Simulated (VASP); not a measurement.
OSZICAR of a VASP run on HfC (rock salt):

File OSZICAR:
```
       N       E                     dE             d eps       ncg     rms          rms(c)
DAV:   1     0.521719829881E+02    0.52172E+02   -0.88564E+03  2672   0.144E+03
DAV:   2    -0.142824601053E+02   -0.66454E+02   -0.63099E+02  3594   0.324E+02
DAV:   3    -0.177759464397E+02   -0.34935E+01   -0.34374E+01  3814   0.544E+01
DAV:   4    -0.178469088750E+02   -0.70962E-01   -0.70832E-01  3903   0.775E+00
DAV:   5    -0.178484850302E+02   -0.15762E-02   -0.15774E-02  3832   0.833E-01    0.662E+01
DAV:   6    -0.240681729299E+02   -0.62197E+01   -0.20146E+01  2916   0.442E+01    0.347E+01
DAV:   7    -0.195309683755E+02    0.45372E+01   -0.91760E+01  2640   0.883E+02    0.168E+01
DAV:   8    -0.240082485281E+02   -0.44773E+01   -0.11207E+01  2652   0.343E+01    0.514E+00
DAV:   9    -0.233688495583E+02    0.63940E+00   -0.21026E+00  2993   0.111E+01    0.209E+00
DAV:  10    -0.241677147381E+02   -0.79887E+00   -0.17604E-01  2985   0.470E+00    0.351E+00
DAV:  11    -0.243994308920E+02   -0.23172E+00   -0.35075E-01  3097   0.477E+00    0.844E+00
DAV:  12    -0.243805149175E+02    0.18916E-01   -0.17132E-01  2996   0.286E+00    0.910E-01
DAV:  13    -0.243826949493E+02   -0.21800E-02   -0.10775E-01  3037   0.188E+00    0.885E-01
DAV:  14    -0.243842846292E+02   -0.15897E-02   -0.14622E-03  3015   0.340E-01    0.961E-01
DAV:  15    -0.243848712382E+02   -0.58661E-03   -0.46533E-04  3034   0.177E-01    0.711E-01
DAV:  16    -0.243854283289E+02   -0.55709E-03   -0.84527E-04  2775   0.313E-01    0.326E-01
DAV:  17    -0.243855497375E+02   -0.12141E-03   -0.51399E-04  2994   0.136E-01    0.264E-01
DAV:  18    -0.243855694836E+02   -0.19746E-04   -0.34371E-05  2824   0.645E-02    0.165E-01
DAV:  19    -0.243855558385E+02    0.13645E-04   -0.58725E-05  2999   0.465E-02    0.924E-02
DAV:  20    -0.243855618167E+02   -0.59783E-05   -0.68850E-06  3100   0.225E-02    0.738E-02
DAV:  21    -0.243855679391E+02   -0.61224E-05   -0.10692E-06  2724   0.120E-02    0.277E-02
DAV:  22    -0.243855685141E+02   -0.57500E-06   -0.75005E-07  2819   0.898E-03    0.968E-03
DAV:  23    -0.243855689995E+02   -0.48538E-06   -0.26471E-07  2692   0.460E-03    0.700E-03
DAV:  24    -0.243855685082E+02    0.49125E-06   -0.12920E-07  1427   0.430E-03    0.131E-03
DAV:  25    -0.243855685636E+02   -0.55330E-07   -0.16846E-08  1365   0.155E-03
   1 F= -.24385569E+02 E0= -.24385569E+02  d E =0.000000E+00
       N       E                     dE             ncg
```

### Question
Which electronic solver shows in the log?

### Answer
It is blocked Davidson (ALGO = Normal, or the opening steps of other solvers). The INCAR had ALGO = Normal.

### Question
Can the final energy be trusted as converged?

### Answer
Self-consistency was reached. It stopped with EDIFF = 1E-7, NELM = 100 (TPSS meta-GGA, plane waves, VASP's PBE PAW potentials (set 64)).

The compound is HfC in the rock salt structure. It was relaxed first.
